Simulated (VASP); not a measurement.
Data:

```xyz
1
Lattice="0.0000 2.7285 2.7285 2.7285 0.0000 2.7285 2.7285 2.7285 0.0000" Properties=species:S:1:pos:R:3 pbc="T T T"
Ca     0.0000     0.0000     0.0000
```

Method: PBEsol GGA, VASP's PBE PAW potentials (set 64) (plane waves; VASP 6.6.1). Settings: 480 eV cut-off, 10×10×10 Γ-centred mesh, first-order Methfessel-Paxton smearing of 0.10 eV, potentials Ca_sv.

Stress in GPa, positive for a compressed cell; the cube axes lie along x, y and z, and the ions stay on their sites.

| strain | σxx | σyy | σzz |
|---|---|---|---|
| none | 0.01 | 0.01 | 0.01 |
| εxx = -2.0 %, εyy = -2.0 %, εzz = -2.0 % | 1.21 | 1.21 | 1.21 |
| εxx = -0.5 %, εyy = -0.5 %, εzz = -0.5 % | 0.29 | 0.29 | 0.29 |
| εxx = -1.0 %, εyy = -1.0 %, εzz = -1.0 % | 0.58 | 0.58 | 0.58 |
| εyy = -2.0 %, εzz = -2.0 % | 0.67 | 0.84 | 0.84 |

Problem. Fit C11 and C12 to these rows, and predict the stress for εxx = +4.0 %, εzz = +4.0 %.

Solution. Least squares on Δσ_i = −C11 ε_i − C12 (ε_j + ε_k) over all components shown gives C11 = 25 GPa and C12 = 17 GPa, and so σxx, σyy, σzz = -1.67, -1.33, -1.67 GPa. The run gave -1.36, -1.07, -1.36 GPa; the difference holds the non-linear terms and numerical noise.

Left out are shears, moved atoms, failed runs and, from the fit, strains over 2.5 %.

The compound is Ca in the fcc structure.
